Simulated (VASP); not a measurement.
SiGe (relaxed from the wurtzite structure, space group P6_3mc) relaxed at rising pressure, in one space group throughout; other phases were not tried. The pressures are those reached. Level of theory: PBEsol GGA, VASP's PBE PAW potentials (set 64) (plane waves; VASP).

```
P (GPa)  V (Å³/atom)   k-mesh
-------  -----------  -------
-0.10         21.239    7×7×4
4.92          20.103    7×7×4
9.90          19.234    7×7×4
19.99         17.901    7×7×4
29.91         16.924  10×10×5
```

A change of mesh leaves a small step in the series.

### Question
Fit an equation of state and predict the volume at 44.93 GPa.

### Answer
Least squares on the third-order Birch-Murnaghan form, P = (3B0/2)(y⁷ − y⁵)[1 + (3/4)(B′ − 4)(y² − 1)] with y = (V0/V)^(1/3), gives V0 = 21.209 Å³/atom, B0 = 83 GPa and B′ = 4.2, and so 15.813 Å³/atom. The run gave 15.787 Å³/atom, -0.2 % from the fit.

Pressures at which the relaxation failed are left out.

The structure was generated: SiGe was put into the wurtzite type (P6_3mc), which need not be its known phase.
